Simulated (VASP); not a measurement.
Output of a VASP run:

File OSZICAR:
```
...
DAV:   5    -0.373527237669E+02   -0.97401E-07   -0.22655E-06  1518   0.957E-03
   8 F= -.83928388E+01 E0= -.83928328E+01  d E =-.574136E-01
       N       E                     dE             d eps       ncg     rms          rms(c)
DAV:   1    -0.374633129898E+02   -0.11059E+00   -0.37726E-01  2012   0.455E+00    0.124E+00
DAV:   2    -0.374562644004E+02    0.70486E-02   -0.33056E-02  2210   0.126E+00    0.227E-01
DAV:   3    -0.374548846294E+02    0.13798E-02   -0.89595E-03  2311   0.441E-01    0.311E-01
DAV:   4    -0.374545575067E+02    0.32712E-03   -0.11905E-03  2300   0.206E-01    0.780E-02
DAV:   5    -0.374544603060E+02    0.97201E-04   -0.62086E-04  2447   0.155E-01    0.935E-02
DAV:   6    -0.374544362777E+02    0.24028E-04   -0.18378E-04  2310   0.704E-02    0.139E-02
DAV:   7    -0.374544347221E+02    0.15556E-05   -0.14396E-05  2276   0.248E-02    0.166E-02
DAV:   8    -0.374544347442E+02   -0.22095E-07   -0.28245E-07  1216   0.356E-03
   9 F= -.83936801E+01 E0= -.83936447E+01  d E =-.841252E-03
       N       E                     dE             d eps       ncg     rms          rms(c)
DAV:   1    -0.374209830684E+02    0.33452E-01   -0.44828E-02  2012   0.157E+00    0.423E-01
DAV:   2    -0.374201607608E+02    0.82231E-03   -0.37535E-03  2202   0.426E-01    0.802E-02
DAV:   3    -0.374199997755E+02    0.16099E-03   -0.97011E-04  2326   0.146E-01    0.106E-01
DAV:   4    -0.374199635198E+02    0.36256E-04   -0.13444E-04  2308   0.694E-02    0.278E-02
DAV:   5    -0.374199520866E+02    0.11433E-04   -0.68256E-05  2461   0.520E-02    0.327E-02
DAV:   6    -0.374199492841E+02    0.28024E-05   -0.23000E-05  2318   0.246E-02    0.516E-03
DAV:   7    -0.374199490612E+02    0.22291E-06   -0.16096E-06  1265   0.875E-03
  10 F= -.83939984E+01 E0= -.83939721E+01  d E =-.115953E-02
       N       E                     dE             d eps       ncg     rms          rms(c)
DAV:   1    -0.373302799855E+02    0.89669E-01   -0.35729E-01  2062   0.455E+00    0.105E+00
DAV:   2    -0.373236820388E+02    0.65979E-02   -0.93291E-02  2302   0.181E+00    0.623E-01
DAV:   3    -0.373201423491E+02    0.35397E-02   -0.19531E-02  2217   0.672E-01    0.249E-01
DAV:   4    -0.373198031041E+02    0.33924E-03   -0.14925E-03  2304   0.221E-01    0.958E-02
DAV:   5    -0.373196687098E+02    0.13439E-03   -0.65158E-04  2391   0.157E-01    0.107E-01
DAV:   6    -0.373196590023E+02    0.97074E-05   -0.10999E-04  2272   0.521E-02    0.108E-02
DAV:   7    -0.373196578238E+02    0.11785E-05   -0.97764E-06  2343   0.199E-02    0.115E-02
DAV:   8    -0.373196577555E+02    0.68321E-07   -0.46047E-07  1125   0.393E-03
  11 F= -.83936629E+01 E0= -.83936260E+01  d E =0.335429E-03
       N       E                     dE             d eps       ncg     rms          rms(c)
DAV:   1    -0.373805919301E+02   -0.60934E-01   -0.11536E-01  2062   0.259E+00    0.593E-01
DAV:   2    -0.373785179434E+02    0.20740E-02   -0.31669E-02  2295   0.105E+00    0.360E-01
DAV:   3    -0.373772889817E+02    0.12290E-02   -0.66978E-03  2224   0.392E-01    0.144E-01
DAV:   4    -0.373771903165E+02    0.98665E-04   -0.50412E-04  2297   0.124E-01    0.562E-02
DAV:   5    -0.373771415874E+02    0.48729E-04   -0.23090E-04  2406   0.929E-02    0.612E-02
DAV:   6    -0.373771393358E+02    0.22516E-05   -0.34148E-05  2272   0.291E-02    0.605E-03
DAV:   7    -0.373771390014E+02    0.33444E-06   -0.25761E-06  1597   0.104E-02
  12 F= -.83944410E+01 E0= -.83944018E+01  d E =-.442594E-03
```

**OUTCAR**
```
------------------------ aborting loop because EDIFF is reached ----------------------------------------
  FORCE on cell =-STRESS in cart. coord.  units (eV):
  Direction    XX          YY          ZZ          XY          YZ          ZX
  --------------------------------------------------------------------------------------
  Total       28.9657757     28.9654965     29.0233207      0.0000000      0.0000000     -0.0000000
  in kB      449.7372557    449.7329200    450.6307284      0.0000000      0.0000000     -0.0000000
  external PRESSURE =       0.0336347 kB  Pullay stress =     450.0000000 kB
  volume of cell :      103.19
      direct lattice vectors                 reciprocal lattice vectors
     1.563895891 -2.708734083 -0.000000000     0.319714377 -0.184588071  0.000000000
     1.563895891  2.708734083 -0.000000000     0.319714377  0.184588071 -0.000000000
     0.000000000  0.000000000 12.179590149     0.000000000 -0.000000000  0.082104569
 POSITION                                       TOTAL-FORCE (eV/Angst)
 -----------------------------------------------------------------------------------
      1.56390      0.90291     10.96301        -0.000000      0.000000      0.015000
      1.56390     -0.90291      4.87321         0.000000      0.000000      0.015000
      1.56390     -0.90291      1.21658        -0.000000     -0.000000     -0.015000
      1.56390      0.90291      7.30638        -0.000000     -0.000000     -0.015000
      1.56390      0.90291      3.04490        -0.000000      0.000000      0.000000
      1.56390     -0.90291      9.13469         0.000000     -0.000000      0.000000
 -----------------------------------------------------------------------------------
    total drift:                                0.000132      0.001403     -0.000026
  FREE ENERGIE OF THE ION-ELECTRON SYSTEM (eV)
  ---------------------------------------------------
  free  energy   TOTEN  =       -37.3771390014 eV

  energy  without entropy=      -37.3770216760  energy(sigma->0) =      -37.37709989
  enthalpy is  TOTEN    =        -8.3944409545 eV   P V=       28.9826980469

 reached required accuracy - stopping structural energy minimisation
```
(Selected blocks of OUTCAR.)

### POSCAR
```
MoTe2
1
    1.6020623963    -2.7748473471     0.0000000000
    1.6020623963     2.7748473471     0.0000000000
    0.0000000000     0.0000000000    12.3726862291
Te Mo
4 2
Direct
  0.3333330000   0.6666670000   0.8976143898
  0.6666670000   0.3333330000   0.3976143898
  0.6666670000   0.3333330000   0.1023856102
  0.3333330000   0.6666670000   0.6023856102
  0.3333330000   0.6666670000   0.2500000000
  0.6666670000   0.3333330000   0.7500000000
```

Q: Write an INCAR and KPOINTS that could have produced this output.

A: Several could match; the one computed here: the input of the run itself, LDA (Ceperley-Alder, Perdew-Zunger), plane waves, VASP's LDA PAW potentials (set 64).

File KPOINTS:
```
Automatic mesh
0
Gamma
11 11 3
0 0 0
```

### INCAR
```
SYSTEM=MoTe2
PREC=Accurate; ENCUT=500; LREAL=.FALSE.
LASPH=.TRUE.
EDIFF=1E-6; NELM=100; ALGO=Normal
LMAXMIX=4
ISMEAR=1; SIGMA=0.1
IBRION=2; NSW=40; ISIF=3
EDIFFG=-0.02; PSTRESS=450
LWAVE=.FALSE.; LCHARG=.FALSE.
```

POTCAR, in this order: Te Mo_sv (LDA.64 set). Program: vasp_std.

Energy and stress use the plane-wave basis of the starting cell.

The compound is MoTe2 in the 2H layered structure. This run relaxes it under an external pressure of 45 GPa. Symmetry was kept, so distortions that lower it aren't found.
